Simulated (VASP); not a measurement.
VASP input:

KPOINTS:
```
Automatic mesh
0
Gamma
6 6 4
0 0 0
```

INCAR:
```
SYSTEM  =  PtSe2
ISMEAR  =  0   ! Gaussian
ENCUT  =  400
AGGAC  =  0.0
PARAM2  =  0.22
NELM  =  100
PARAM1  =  0.1833333333
EDIFF  =  1E-6   ! SCF stop (eV)
PREC  =  Accurate
LUSE_VDW  =  .TRUE.
GGA  =  BO
LCHARG  =  .FALSE.
ISIF  =  2   ! forces and stress, cell fixed
LREAL  =  .FALSE.   ! projection in real space or not
LASPH  =  .TRUE.   ! aspherical one-centre terms
LMAXMIX  =  6
ALGO  =  Normal   ! blocked Davidson
SIGMA  =  0.05   ! width (eV)
LWAVE  =  .FALSE.
```

POSCAR:
```
PtSe2
1
    1.8650000000    -3.2302750000     0.0000000000
    1.8650000000     3.2302750000     0.0000000000
    0.0000000000     0.0000000000     5.0800000000
Pt Se
1 2
Direct
  0.0000000000   0.0000000000   0.0000000000
  0.3333330000   0.6666670000   0.2550000000
  0.6666670000   0.3333330000   0.7450000000
```

POTCAR, in this order: Pt Se (PBE.64 set). Program: vasp_std.

Task: Write an equivalent input for Quantum ESPRESSO's pw.x.

Result: One equivalent input (not run):
```
&CONTROL
  calculation = 'scf'
  pseudo_dir = './pseudo'
  outdir = './out'
  tprnfor = .true.
  tstress = .true.
/
&SYSTEM
  ibrav = 0
  nat = 3
  ntyp = 2
  ecutwfc = 86
  occupations = 'smearing'
  smearing = 'gaussian'
  degauss = 0.003675
  input_dft = 'vdw-df-obk8'
/
&ELECTRONS
  conv_thr = 7.3e-08
  electron_maxstep = 100
/
ATOMIC_SPECIES
  Pt 195.084 Pt.upf
  Se 78.971 Se.upf
CELL_PARAMETERS angstrom
     1.8650000   -3.2302750    0.0000000
     1.8650000    3.2302750    0.0000000
     0.0000000    0.0000000    5.0800000
ATOMIC_POSITIONS crystal
  Pt   0.0000000  0.0000000  0.0000000
  Se   0.3333330  0.6666670  0.2550000
  Se   0.6666670  0.3333330  0.7450000
K_POINTS automatic
  6 6 4 0 0 0
```
What does not carry over: the potentials are each code's own (VASP's PAW set, PseudoDojo norm-conserving files in pw.x), so ENCUT and ecutwfc are chosen apart and not converted; conv_thr bounds pw.x's estimated SCF error, while EDIFF bounds the energy change between steps.

The compound is PtSe2 in the 1T layered structure. The cell was not relaxed at this level. The k-mesh is coarse (spacing up to 0.32 per Å, 2π included), so the numbers may not be converged in it. The run is one of a series of settings (AGGAC = 0.0, GGA = BO, LUSE_VDW = .TRUE., PARAM1 = 0.1833333333, PARAM2 = 0.22 against the base run), some of them coarse on purpose.
